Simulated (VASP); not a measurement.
VASP runs on FePt share one base input (LDA (Ceperley-Alder, Perdew-Zunger), plane waves, VASP's LDA PAW potentials (set 64)) and change the settings named in each case.

KPOINTS:
```
Automatic
0
Gamma
  7 7 1
0 0 0
```

**INCAR**
```
ALGO  =  Normal
EDIFF  =  1E-6
ENCUT  =  300
ISIF  =  2
ISMEAR  =  1
ISPIN  =  2
LASPH  =  .True.
LCHARG  =  .False.
LMAXMIX  =  6
LORBIT  =  11
LREAL  =  .False.
LWAVE  =  .False.
NELM  =  100
PREC  =  Accurate
SIGMA  =  0.272
SYSTEM  =  FePt
```

### POSCAR
```
FePt
1
    2.7280000000     0.0000000000     0.0000000000
    0.0000000000     2.7280000000     0.0000000000
    0.0000000000     0.0000000000    17.6060000000
Fe Pt
2 2
Direct
 -0.0408060000  -0.0042530000   0.4495610000
 -0.0146980000  -0.0392720000   0.6566340000
  0.5060930000   0.5238380000   0.3423430000
  0.5494110000   0.5196870000   0.5514690000
```

POTCAR, in this order: Fe Pt (LDA.64 set). Program: vasp_std. The INCAR's line for the spin-polarised start is left out here.

```json
[
 {"change": "base run", "E(σ→0) (eV/atom)": "-7.7649", "largest force (eV/Å)": "1.507", "moment (μB)": "6.68", "−TS (eV)": "0.0081"},
 {"change": "SIGMA = 0.03, KPOINTS 5×5×1 Γ-centred mesh", "E(σ→0) (eV/atom)": "-7.7178", "largest force (eV/Å)": "1.509", "moment (μB)": "6.75", "−TS (eV)": "0.0000"},
 {"change": "SIGMA = 0.1, KPOINTS 5×5×1 Γ-centred mesh", "E(σ→0) (eV/atom)": "-7.7177", "largest force (eV/Å)": "1.499", "moment (μB)": "6.70", "−TS (eV)": "0.0010"},
 {"change": "SIGMA = 0.3, KPOINTS 5×5×1 Γ-centred mesh", "E(σ→0) (eV/atom)": "-7.7181", "largest force (eV/Å)": "1.508", "moment (μB)": "6.67", "−TS (eV)": "-0.0004"},
 {"change": "SIGMA = 0.03, KPOINTS 6×6×1 Γ-centred mesh", "E(σ→0) (eV/atom)": "-7.7898", "largest force (eV/Å)": "1.728", "moment (μB)": "6.45", "−TS (eV)": "0.0001"},
 {"change": "SIGMA = 0.1, KPOINTS 6×6×1 Γ-centred mesh", "E(σ→0) (eV/atom)": "-7.7898", "largest force (eV/Å)": "1.747", "moment (μB)": "6.50", "−TS (eV)": "-0.0006"},
 {"change": "SIGMA = 0.3, KPOINTS 6×6×1 Γ-centred mesh", "E(σ→0) (eV/atom)": "-7.7902", "largest force (eV/Å)": "1.763", "moment (μB)": "6.64", "−TS (eV)": "0.0074"},
 {"change": "SIGMA = 0.03", "E(σ→0) (eV/atom)": "-7.7641", "largest force (eV/Å)": "(withheld)", "moment (μB)": "(withheld)", "−TS (eV)": "(withheld)"},
 {"change": "SIGMA = 0.1", "E(σ→0) (eV/atom)": "-7.7642", "largest force (eV/Å)": "1.494", "moment (μB)": "6.55", "−TS (eV)": "0.0001"},
 {"change": "SIGMA = 0.3", "E(σ→0) (eV/atom)": "-7.7652", "largest force (eV/Å)": "1.511", "moment (μB)": "6.69", "−TS (eV)": "0.0149"},
 {"change": "SIGMA = 0.03, KPOINTS 8×8×1 Γ-centred mesh", "E(σ→0) (eV/atom)": "-7.7710", "largest force (eV/Å)": "1.662", "moment (μB)": "6.61", "−TS (eV)": "0.0005"},
 {"change": "SIGMA = 0.1, KPOINTS 8×8×1 Γ-centred mesh", "E(σ→0) (eV/atom)": "-7.7709", "largest force (eV/Å)": "(withheld)", "moment (μB)": "6.64", "−TS (eV)": "0.0005"},
 {"change": "SIGMA = 0.3, KPOINTS 8×8×1 Γ-centred mesh", "E(σ→0) (eV/atom)": "-7.7704", "largest force (eV/Å)": "1.670", "moment (μB)": "6.71", "−TS (eV)": "0.0255"}
]
```

### Question
What belongs in the gaps?

### Answer

- SIGMA = 0.1, KPOINTS 8×8×1 Γ-centred mesh, largest force (eV/Å): 1.676
- SIGMA = 0.03, largest force (eV/Å): 1.477
- SIGMA = 0.03, moment (μB): 6.57
- SIGMA = 0.03, −TS (eV): -0.0003

Energies of different potentials or functionals have different zeros.  The cell holds a wide vacuum, so values per volume refer to the whole cell. The run has a spin-polarised start. Unless said otherwise, spin-orbit coupling is left out, though it shifts the bands of the heavy elements here.

Left out are runs that ran out of time, are held back, or changed the cell or the kind of run, fixed moments of cells without a moment, rows past the twelfth, gaps on odd meshes, pressures of charged cells and columns that move by less than the noise.

The cell is a sheet or thin cut with vacuum, built from a database entry that may be metastable or hypothetical.
